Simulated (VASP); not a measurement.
The system is HPbNO4.

```
CELL_PARAMETERS angstrom
3.85404 0.14384 0.09012
-0.25320 5.52698 0.16471
-0.48197 -1.92720 5.72025
ATOMIC_POSITIONS crystal
H 0.10913 0.65718 0.54463
Pb 0.61029 0.52127 0.15100
N 0.91580 0.96263 0.95867
O 0.01384 0.13639 0.88084
O 0.72398 0.01057 0.12858
O 0.00389 0.73732 0.87043
O 0.11927 0.59324 0.37651
```

The cell was built by a generator and needn't be a form met in nature.

| Property | Result |
| --- | --- |
| Program | VASP 6.6.1 |
| Task | relaxation of cell and atoms |
| Functional | RPBE |
| Potentials or basis | VASP PAW PBE potentials, release 64 (H, Pb_d, N, O) |
| Cutoff | 600 eV |
| k mesh | 7 × 5 × 5 |
| Occupations | fermi-dirac, width 0.05 eV |
| Spin | no spin polarisation |

At the start: pressure 2.4 GPa; volume 17.65 Å³/atom.

Problem. Where does the relaxation end?

Solution. Over 48 steps the energy falls by 6.6 meV/atom and the volume is 19.14 Å³/atom (+8.5 %); space group P1 (No. 1, to 0.05 Å).

The path:
```csv
step,energy change (eV),largest force (eV/Å),pressure (GPa),volume (Å³)
1,0.0000,0.7611,2.36,123.55
3,-0.0185,0.2618,0.63,124.78
5,-0.0261,0.2695,0.42,126.28
7,-0.0304,0.2412,0.20,127.62
9,-0.0334,0.2043,0.01,128.88
11,-0.0358,0.4284,0.06,130.56
13,-0.0370,0.2250,0.03,130.25
15,-0.0383,0.0887,-0.04,130.89
17,-0.0390,0.0481,0.01,131.01
19,-0.0395,0.1160,0.05,131.23
21,-0.0406,0.1365,-0.08,131.66
23,-0.0422,0.0859,-0.02,131.87
25,-0.0436,0.1691,0.11,132.31
27,-0.0444,0.0731,0.08,132.70
29,-0.0447,0.0676,0.05,132.88
31,-0.0448,0.1044,-0.08,133.40
33,-0.0452,0.0372,0.03,133.21
35,-0.0453,0.0332,0.04,133.27
37,-0.0453,0.1456,0.08,133.79
39,-0.0456,0.0523,0.04,133.60
41,-0.0457,0.0431,-0.01,133.78
43,-0.0458,0.0573,0.00,133.98
45,-0.0458,0.0226,0.00,133.92
47,-0.0459,0.0262,0.00,133.97
48,-0.0459,0.0183,0.00,134.01
```

Final structure:
```cif
data_structure
_symmetry_space_group_name_H-M 'P 1'
_symmetry_Int_Tables_number 1
_cell_length_a 3.9663
_cell_length_b 5.6299
_cell_length_c 6.2370
_cell_angle_alpha 105.595
_cell_angle_beta 92.217
_cell_angle_gamma 90.553
_cell_volume 134.01
loop_
_atom_site_label
_atom_site_type_symbol
_atom_site_fract_x
_atom_site_fract_y
_atom_site_fract_z
_atom_site_occupancy
H1 H 0.10796 0.65461 0.53566 1
Pb1 Pb 0.63070 0.52342 0.16090 1
N1 N 0.91006 0.96338 0.95881 1
O1 O 0.00390 0.13573 0.87872 1
O2 O 0.72545 0.01064 0.13042 1
O3 O 0.99458 0.74095 0.87212 1
O4 O 0.12355 0.58987 0.37403 1
```

Caveat: the standard files for N, O and F lose accuracy on very short bonds; the PAW data sets were made with another functional, which shifts forces and pressure a little.
